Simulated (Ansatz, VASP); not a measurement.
Given: the input of a run of Ansatz 0.2.0 on WAu.

The input input.yaml:

```yaml
crystal:
  lattice:
    - [0.0, 2.74797926, 2.74797926]
    - [2.74797926, 0.0, 2.74797926]
    - [2.74797926, 2.74797926, 0.0]
  atoms:
    - { symbol: W, position: [0.0, 0.0, 0.0] }
    - { symbol: Au, position: [0.75, 0.75, 0.75] }
hamiltonian:
  xc: revpbe
  pseudopotentials: { kind: paw }
  dispersion: d3bj
kpoints:
  mp_grid: { grid: [8, 8, 8] }
scf:
  occupations: { method: fermi_dirac, width: 0.05 }
output:
  forces: true
  stress: true
  eigenvalues: true
relax:
  f_tol: 0.01
  max_steps: 40
  cell: { stress_tol: 0.05 }
```

Potentials or basis: Ansatz PAW.

The run is started by

```sh
$ ansatz run input.yaml --threads 2 --pin off --max-ram 5632MiB --backend cpu --events-out ev --progress --plain --runs-dir out
```

Task: Set up the same calculation for VASP 6.6.1. Potentials there: VASP PAW PBE potentials, release 64 (W_sv, Au).

Result: As run (the cutoff follows the program's own potentials):

INCAR

```
SYSTEM = WAu
  ALGO = Normal
  EDIFF = 1E-6
  EDIFFG = -0.01
  ENCUT = 600
  GGA = RE
  IBRION = 2
  ISIF = 3
  ISMEAR = -1
  IVDW = 12
  LASPH = .True.
  LCHARG = .False.
  LREAL = .False.
  LWAVE = .False.
  NELM = 100
  NSW = 40
  PREC = Accurate
  SIGMA = 0.05
```

The input KPOINTS:

```
k-points
0
Gamma
  8 8 8
  0 0 0
```

The input POSCAR:

```
WAu
1.0
    0.0000000000      2.7479792600      2.7479792600
    2.7479792600      0.0000000000      2.7479792600
    2.7479792600      2.7479792600      0.0000000000
W Au
1 1
Direct
    0.0000000000      0.0000000000      0.0000000000
    0.7500000000      0.7500000000      0.7500000000
```

Potentials or basis: VASP PAW PBE potentials, release 64 (W_sv, Au).

Run with:

```sh
$ cat potpaw_PBE.64/W_sv/POTCAR potpaw_PBE.64/Au/POTCAR > POTCAR
$ mpirun -np 1 vasp_std > vasp.out
```

Both were run:

|  | VASP | Ansatz | Ansatz less VASP |
| --- | --- | --- | --- |
| gap on the k mesh at the Fermi level, each at its own relaxed structure (eV) | none | none | - |
| relaxed volume (Å³/atom) | 23.69 | 23.68 | -0.014 |
| relaxed cell length with the largest relative difference (Å) | 4.062 | 4.061 | -0.0008 |
| energy change over the relaxation (meV/atom) | -210 | -207 | +3.7 |

A gap of «none» marks a metal or a gap that the smearing closes. The two sets of potentials don't hold the same shells in valence.

Caveats: pairwise dispersion overbinds metals, which lowers pressure and volume; the PAW data sets were made with another functional, which shifts forces and pressure a little (VASP); the plane-wave basis is chosen anew once the cell has moved, so the energies of steps on either side of that aren't comparable (Ansatz); the PAW data sets come from PBE, with cores solved anew for the run's functional, which leaves a small shift of forces and pressure (Ansatz). Spin-orbit coupling is left out, which matters for the levels of Au, W.
